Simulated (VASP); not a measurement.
All values below come from vdW-DF-cx, VASP's PBE PAW potentials (set 64) (plane waves; VASP 6.6.1).

A VASP calculation is set up with these files.

POSCAR:
```
W
1
   -1.5800000000     1.5800000000     1.5800000000
    1.5800000000    -1.5800000000     1.5800000000
    1.5800000000     1.5800000000    -1.5800000000
W
1
Direct
  0.0000000000   0.0000000000   0.0000000000
```

### KPOINTS
```
Regular mesh
0
Gamma
 15 15 15
```

### INCAR
```
SYSTEM  =  W
PREC  =  Accurate; ENCUT  =  520; LREAL  =  F
LASPH  =  T
EDIFF  =  1E-6; NELM  =  100; ALGO  =  Normal
LMAXMIX  =  6
ISMEAR  =  1; SIGMA  =  0.1
GGA  =  CX; LUSE_VDW  =  T; AGGAC  =  0.0
IBRION  =  2; NSW  =  60; ISIF  =  3
EDIFFG  =  -0.01
LWAVE  =  F; LCHARG  =  F
```

POTCAR, in this order: W_sv (PBE.64 set). Program: vasp_std.

Unless said otherwise, spin-orbit coupling is left out, though it shifts the bands of the heavy elements here.

Task: Estimate the energy per atom (σ→0), volume per atom, band gap (on the k-mesh).

Result: 
The energy per atom (σ→0) is -10.382 eV/atom and the band gap (on the k-mesh) comes out as none (metal, semimetal or under 0.01 eV). The volume per atom is 15.80 Å³/atom.

### OSZICAR
```
...
       N       E                     dE             d eps       ncg     rms          rms(c)
DAV:   1    -0.103865498961E+02   -0.53411E-02   -0.11202E-01  2718   0.532E+00    0.914E-01
DAV:   2    -0.103824859111E+02    0.40640E-02   -0.59676E-03  2697   0.107E+00    0.207E-01
DAV:   3    -0.103817704276E+02    0.71548E-03   -0.19630E-03  2765   0.592E-01    0.164E-01
DAV:   4    -0.103817800983E+02   -0.96707E-05   -0.46614E-05  2726   0.918E-02    0.207E-02
DAV:   5    -0.103817788735E+02    0.12248E-05   -0.42782E-06  2817   0.272E-02    0.131E-03
DAV:   6    -0.103817786918E+02    0.18169E-06   -0.37903E-08  1358   0.301E-03
   3 F= -.10381779E+02 E0= -.10381943E+02  d E =-.425150E-04
```

The compound is W in the bcc structure. This run relaxes it. Symmetry was kept, so distortions that lower it aren't found.
